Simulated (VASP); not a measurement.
# NaYBe (P6_3/mmc) in VASP: a series of runs

Runs on NaYBe. Level: PBE. Tasks: single point, relaxation of cell and atoms.

Program: VASP 6.6.1. These are calculated values, not measurements. Logs are shortened: lines on timing, memory, paths and dates and some standing lists are left out, and cuts for length are marked.

## 1. Starting point

Symmetry: P6_3/mmc, No. 194, hexagonal system. Conventional cell: a = 5.174 Å, b = 5.174 Å, c = 5.890 Å, α = 90.00°, β = 90.00°, γ = 120.00°. Around Na (site symmetry -3m) lie 2 Na at 2.94 Å and 6 Be at 3.33 Å and 6 Y at 3.33 Å. Around Be (site symmetry -6m2) lie 5 Y at 2.94 to 2.99 Å and 6 Na at 3.33 Å. Y (site symmetry -6m2) has 5 Be at 2.94 to 2.99 Å and 6 Na at 3.33 Å as nearest neighbours.

The cell was built by a generator and needn't be a form met in nature.

## 2. Single point, PBE

INCAR reads:

```
ALGO     = Normal         # electronic algorithm
EDIFF    = 1E-6           # SCF threshold, eV
ENCUT    = 520            # plane-wave cutoff, eV
GGA      = PE             # functional
ISIF     = 2              # what is computed and relaxed
ISMEAR   = -1             # smearing method
LASPH    = T              # aspherical terms in the spheres
LCHARG   = T              # write CHGCAR
LELF     = T              # ELF
LREAL    = F              # projectors in reciprocal space
LVHAR    = T            
LWAVE    = F              # write WAVECAR
NBANDS   = 29             # bands
NELM     = 80             # most SCF steps
PREC     = Accurate       # precision mode
SIGMA    = 0.1            # smearing width, eV
```

KPOINTS reads:

```
k-points
0
Gamma
  10 10 4
```

POSCAR reads:

```
NaYBe
1.0
    5.1736165842      0.0000000000      0.0000000000
   -2.5868082921      4.4804833913      0.0000000000
    0.0000000000      0.0000000000      5.8898234364
Na Be Y
2 2 2
Direct
    0.0000000000      0.0000000000      0.0000000000
    0.0000000000      0.0000000000      0.5000000000
    0.3333333333      0.6666666667      0.7500000000
    0.6666666667      0.3333333333      0.2500000000
    0.3333333333      0.6666666667      0.2500000000
    0.6666666667      0.3333333333      0.7500000000
```

Potentials or basis: VASP PAW PBE potentials, release 64 (Na_pv, Be, Y_sv).

The run is started by

```
$ cat potpaw_PBE.64/Na_pv/POTCAR potpaw_PBE.64/Be/POTCAR potpaw_PBE.64/Y_sv/POTCAR > POTCAR
$ mpirun -np 1 vasp_std > vasp.out
```

OUTCAR:

```text
EDIFF = 1E-6
   ENCUT = 520
   GGA = PE
   ISIF = 2
   ISMEAR = -1
   LASPH = T
   LREAL = F
   NELM = 80
   PREC = Accurate

 ion  position               nearest neighbor table
   1  0.000  0.000  0.000-   5 3.33   6 3.33   5 3.33   6 3.33   6 3.33   5 3.33
   2  0.000  0.000  0.500-   5 3.33   6 3.33   5 3.33   6 3.33   6 3.33   5 3.33
   3  0.333  0.667  0.750-   5 2.94   5 2.94   6 2.99   6 2.99   6 2.99
   4  0.667  0.333  0.250-   6 2.94   6 2.94   5 2.99   5 2.99   5 2.99
   5  0.333  0.667  0.250-   3 2.94   3 2.94   4 2.99   4 2.99   4 2.99   1 3.33   2 3.33   2 3.33
                             1 3.33   2 3.33   1 3.33   6 4.19   6 4.19   6 4.19   6 4.19   6 4.19
   6  0.667  0.333  0.750-   4 2.94   4 2.94   3 2.99   3 2.99   3 2.99   1 3.33   2 3.33   1 3.33
                             2 3.33   1 3.33   2 3.33   5 4.19   5 4.19   5 4.19   5 4.19   5 4.19

  LATTYP: Found a hexagonal cell.
 ALAT       =     5.1736165842
 C/A-ratio  =     1.1384344666

  Lattice vectors:

 A1 = (   5.1736165842,   0.0000000000,   0.0000000000)
 A2 = (  -2.5868082921,   4.4804833913,   0.0000000000)
 A3 = (   0.0000000000,   0.0000000000,   5.8898234364)

Analysis of symmetry for initial positions (statically):
=====================================================================
 Subroutine PRICEL returns:
 Original cell was already a primitive cell.

 Routine SETGRP: Setting up the symmetry group for a
 hexagonal supercell.

 Subroutine GETGRP returns: Found 24 space group operations
 (whereof 12 operations were pure point group operations)
 out of a pool of 24 trial point group operations.

The static configuration has the point symmetry D_3d.
 The point group associated with its full space group is D_6h.

Analysis of symmetry for dynamics (positions and initial velocities):
=====================================================================
 Subroutine PRICEL returns:
 Original cell was already a primitive cell.

 Routine SETGRP: Setting up the symmetry group for a
 hexagonal supercell.

 Subroutine GETGRP returns: Found 24 space group operations
 (whereof 12 operations were pure point group operations)
 out of a pool of 24 trial point group operations.

The dynamic configuration has the point symmetry D_3d.
 The point group associated with its full space group is D_6h.

 Subroutine INISYM returns: Found 24 space group operations
 (whereof 12 operations are pure point group operations),
 and found     1 'primitive' translations

----------------------------------------------------------------------------------------

                                     Primitive cell

  volume of cell :     136.5279

  direct lattice vectors                    reciprocal lattice vectors
     5.173616584  0.000000000  0.000000000     0.193288386  0.111595102  0.000000000
    -2.586808292  4.480483391  0.000000000     0.000000000  0.223190204  0.000000000
     0.000000000  0.000000000  5.889823436     0.000000000  0.000000000  0.169784377

  length of vectors
     5.173616584  5.173616584  5.889823436     0.223190204  0.223190204  0.169784377

  position of ions in fractional coordinates (direct lattice)
     0.000000000  0.000000000  0.000000000
     0.000000000  0.000000000  0.500000000
     0.333333333  0.666666667  0.750000000
     0.666666667  0.333333333  0.250000000
     0.333333333  0.666666667  0.250000000
     0.666666667  0.333333333  0.750000000

  ion indices of the primitive-cell ions
   primitive index   ion index
                 1           1
                 2           2
                 3           3
                 4           4
                 5           5
                 6           6

----------------------------------------------------------------------------------------

 KPOINTS: k-points

Automatic generation of k-mesh.
 Grid dimensions read from file:
 generate k-points for:   10   10    4

 Generating k-lattice:

  Cartesian coordinates                     Fractional coordinates (reciprocal lattice)
     0.019328839  0.011159510  0.000000000     0.100000000 -0.000000000  0.000000000
     0.000000000  0.022319020  0.000000000     0.000000000  0.100000000  0.000000000
     0.000000000  0.000000000  0.042446094     0.000000000  0.000000000  0.250000000

  Length of vectors
     0.022319020  0.022319020  0.042446094

  Shift w.r.t. Gamma in fractional coordinates (k-lattice)
     0.000000000  0.000000000  0.000000000

 Subroutine IBZKPT returns following result:
 ===========================================

 Found     42 irreducible k-points:

 Following reciprocal coordinates:
            Coordinates               Weight
  0.000000  0.000000  0.000000      1.000000
  0.100000  0.000000  0.000000      6.000000
  0.200000  0.000000  0.000000      6.000000
  0.300000  0.000000  0.000000      6.000000
  0.400000  0.000000  0.000000      6.000000
  0.500000 -0.000000  0.000000      3.000000
[... 16 lines left out ...]
  0.300000  0.100000  0.250000     24.000000
  0.400000  0.100000  0.250000     24.000000
 [... further k-points ...]
   k-points           NKPTS =     42   k-points in BZ     NKDIM =     42   number of bands    NBANDS=     29
   number of dos      NEDOS =    301   number of ions     NIONS =      6
   total plane-waves  NPLWV =  76800
   dimension x,y,z NGX =    40 NGY =   40 NGZ =   48
   dimension x,y,z NGXF=    80 NGYF=   80 NGZF=   96
   ions per type =               2   2   2
   NGX,Y,Z   is equivalent  to a cutoff of  12.85, 12.85, 13.55 a.u.
   NGXF,Y,Z  is equivalent  to a cutoff of  25.71, 25.71, 27.10 a.u.
 SYSTEM =  unknown system
   PREC   = accura    normal or accurate (medium, high low for compatibility)
   ISTART =      0    job   : 0-new  1-cont  2-samecut
   ICHARG =      2    charge: 1-file 2-atom 10-const
   ISPIN  =      1    spin polarized calculation?
   LNONCOLLINEAR =      F non collinear calculations
   LSORBIT =      F    spin-orbit coupling
   LASPH  =      T    aspherical Exc in radial PAW
   ENCUT  =  520.0 eV  38.22 Ry    6.18 a.u.   9.62  9.62 10.95*2*pi/ulx,y,z
   NELM   =     80;   NELMIN=  2; NELMDL= -5     # of ELM steps
   EDIFF  = 0.1E-05   stopping-criterion for ELM
   LREAL  =      F    real-space projection
   EDIFFG = 0.1E-04   stopping-criterion for IOM
   NSW    =      0    number of steps for IOM
   IBRION =     -1    ionic relax: 0-MD 1-quasi-New 2-CG
   NFREE  =      0    steps in history (QN), initial steepest desc. (CG)
   ISIF   =      2    stress and relaxation
   ISYM   =      2    0-nonsym 1-usesym 2-fastsym
   POTIM  = 0.5000    time-step for ionic-motion
   TEBEG  =    0.0;   TEEND  =   0.0 temperature during run
   PSTRESS=    0.0 pullay stress
   NELECT =      40.0000    total number of electrons
   NUPDOWN=      -1.0000    fix difference up-down
   EMIN   =  10.00;   EMAX   =-10.00  energy-range for DOS
   EFERMI =   0.00;   METHOD = LEGACY
   ISMEAR =    -1;   SIGMA  =   0.10  broadening in eV -4-tet -1-fermi 0-gaus
   EFERMI_NEDOS =   21; number of points for ismear=-14 and -15
   IALGO  =     38    algorithm
   IMIX   =      4    mixing-type and parameters
     AMIX     =   0.40;   BMIX     =  1.00
     AMIX_MAG =   1.60;   BMIX_MAG =  1.00
  volume/ion in A,a.u.               =      22.75       153.56
  Fermi-wavevector in a.u.,A,eV,Ry     =   1.087312  2.054723 16.085466  1.182248
  Thomas-Fermi vector in A             =   2.223469
   LORBIT       =      0    0 simple, 1 ext, 2 COOP (PROOUT), +10 PAW based schemes
   GGA     = PE    functional components
   LHFCALC =     F    Hartree Fock is set to
   AEXX    =    0.0000 exact exchange contribution
   IVDW    =     0    specifies the selected vdW correction
   LEPSILON=     F    determine dielectric tensor
   LRPA    =     F    only Hartree local field effects (RPA)
 non-spin polarized calculation
  energy-cutoff  :      520.00
  volume of cell :      136.53
 maximum number of plane-waves:      3700
 NGX is ok and might be reduce to    40
   NGX = 19   NGY = 19   NGZ = 21

 number of electron      40.0000010 magnetization

 Free energy of the ion-electron system (eV)
  ---------------------------------------------------
  ext. energy  EPLUGINS =         0.00000000
  ---------------------------------------------------
  free energy    TOTEN  =       -20.62812420 eV

  energy without entropy =      -20.40209146  energy(sigma->0) =      -20.51510783

 E-fermi :   2.3724     XC(G=0):  -8.9047

 val. band max:        2.3717078742   @ k =   0.5000  -0.0000   0.0000
 cond. band min:       2.3885780585   @ k =   0.4000   0.2000   0.0000
 fundamental gap:      0.0168701842
 Fermi energy:         2.3723737123

 k-point     1 :       0.0000    0.0000    0.0000
  band No.  band energies     occupation
      1     -40.4356      2.00000
      2     -40.4277      2.00000
      3     -21.5894      2.00000
      4     -21.4465      2.00000
      5     -21.4465      2.00000
      6     -21.4148      2.00000
[... 21 lines left out ...]
     28       5.8081      0.00000
     29       6.5641      0.00000

 k-point     2 :       0.1000    0.0000    0.0000
  band No.  band energies     occupation
      1     -40.4354      2.00000
      2     -40.4279      2.00000
      3     -21.5899      2.00000
      4     -21.4470      2.00000
      5     -21.4461      2.00000
      6     -21.4154      2.00000
[... 21 lines left out ...]
     28       5.8953      0.00000
     29       6.3034      0.00000

 k-point     3 :       0.2000    0.0000    0.0000
  band No.  band energies     occupation
      1     -40.4349      2.00000
      2     -40.4283      2.00000
      3     -21.5913      2.00000
      4     -21.4481      2.00000
      5     -21.4450      2.00000
      6     -21.4172      2.00000
[... 638 lines left out ...]
      5     -21.4403      2.00000
      6     -21.4341      2.00000
[... 21 lines left out ...]
     28       5.8763      0.00000
     29       6.1690      0.00000

 k-point    24 :       0.4000    0.1000    0.2500
  band No.  band energies     occupation
      1     -40.4324      2.00000
      2     -40.4306      2.00000
      3     -21.5677      2.00000
      4     -21.4456      2.00000
      5     -21.4397      2.00000
      6     -21.4345      2.00000
[... 21 lines left out ...]
     28       5.9779      0.00000
     29       5.9950      0.00000

 [... further k-points ...]

------------------------ aborting loop because EDIFF is reached ----------------------------------------

  FORCE on cell =-STRESS in cart. coord.  units (eV):
  Direction    XX          YY          ZZ          XY          YZ          ZX
  --------------------------------------------------------------------------------------
  -------------------------------------------------------------------------------------
  Total       -0.0042419     -0.0042419      0.0005644      0.0000000      0.0000000     -0.0000000
  in kB       -0.0497793     -0.0497793      0.0066228      0.0000000      0.0000000     -0.0000000
  external PRESSURE =      -0.0309786 kB  Pullay stress =       0.0000000 kB

 VOLUME and BASIS-vectors are now :
 -----------------------------------------------------------------------------
  energy-cutoff  :      520.00
  volume of cell :      136.53
      direct lattice vectors                 reciprocal lattice vectors
     5.173616584  0.000000000  0.000000000     0.193288386  0.111595102  0.000000000
    -2.586808292  4.480483391  0.000000000     0.000000000  0.223190204  0.000000000
     0.000000000  0.000000000  5.889823436     0.000000000  0.000000000  0.169784377

 POSITION                                       TOTAL-FORCE (eV/Angst)
 -----------------------------------------------------------------------------------
      0.00000      0.00000      0.00000         0.000000      0.000000     -0.000000
      0.00000      0.00000      2.94491         0.000000      0.000000     -0.000000
     -0.00000      2.98699      4.41737         0.000000     -0.000000     -0.000000
      2.58681      1.49349      1.47246         0.000000      0.000000      0.000000
     -0.00000      2.98699      1.47246        -0.000000     -0.000000      0.000000
      2.58681      1.49349      4.41737         0.000000      0.000000     -0.000000
 -----------------------------------------------------------------------------------
    total drift:                               -0.000000      0.000000     -0.000000

  FREE ENERGIE OF THE ION-ELECTRON SYSTEM (eV)
  ---------------------------------------------------
  free  energy   TOTEN  =       -20.6281241986 eV

  energy  without entropy=      -20.4020914614  energy(sigma->0) =      -20.51510783
```

It took 2.6 min on 1 thread of Intel Xeon Platinum 8488C (Sapphire Rapids), shared host; peak memory 0.37 GiB.

Results:

```
Free energy            : -20.6281 eV
Pressure               : 0.0 GPa
Band gap on the k mesh : none (metal or under the smearing width)
```

(Part 1 of 2 ends here.)
